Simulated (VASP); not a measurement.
An input for Quantum ESPRESSO's pw.x (written as the equivalent of a VASP run, and not itself run):

```
&CONTROL
  calculation = 'vc-relax'
  pseudo_dir = './pseudo'
  outdir = './out'
  tprnfor = .true.
  tstress = .true.
  nstep = 40
  forc_conv_thr = 0.00039
/
&SYSTEM
  ibrav = 0
  nat = 1
  ntyp = 1
  ecutwfc = 56.6
  occupations = 'smearing'
  smearing = 'methfessel-paxton'
  degauss = 0.00735
  input_dft = 'pbe'
/
&ELECTRONS
  conv_thr = 7.3e-09
  electron_maxstep = 100
/
&IONS
/
&CELL
  press = 20
/
ATOMIC_SPECIES
  Ba 137.327 Ba.upf
CELL_PARAMETERS angstrom
    -2.3747297    2.3747297    2.3747297
     2.3747297   -2.3747297    2.3747297
     2.3747297    2.3747297   -2.3747297
ATOMIC_POSITIONS crystal
  Ba   0.0000000  1.0000000  0.0000000
K_POINTS automatic
  10 10 10 0 0 0
```

Q: Translate this input to VASP (INCAR, KPOINTS, POSCAR, choice of POTCAR).

A: Several could match; the one computed here: 
**KPOINTS**
```
Automatic mesh
0
Gamma
10 10 10
0 0 0
```

INCAR:
```
SYSTEM = Ba
PREC = Accurate; ENCUT = 480; LREAL = .False.
LASPH = .True.
EDIFF = 1E-7; NELM = 100; ALGO = Normal
LMAXMIX = 4
ISMEAR = 1; SIGMA = 0.1
GGA = PE
IBRION = 2; NSW = 40; ISIF = 3
EDIFFG = -0.01; PSTRESS = 20
LWAVE = .False.; LCHARG = .False.
```

### POSCAR
```
Ba
1
   -2.3747297250     2.3747297250     2.3747297250
    2.3747297250    -2.3747297250     2.3747297250
    2.3747297250     2.3747297250    -2.3747297250
Ba
1
Direct
  0.0000000000   1.0000000000   0.0000000000
```

POTCAR, in this order: Ba_sv (PBE.64 set). Program: vasp_std.

The two are equivalent in intent, not identical: the potentials are each code's own (VASP's PAW set, PseudoDojo norm-conserving files in pw.x), so ENCUT and ecutwfc are chosen apart and not converted; conv_thr bounds pw.x's estimated SCF error, while EDIFF bounds the energy change between steps; forc_conv_thr acts on force components and is met together with etot_conv_thr.

The compound is Ba in the bcc structure. It was relaxed first under an external pressure of 2 GPa.
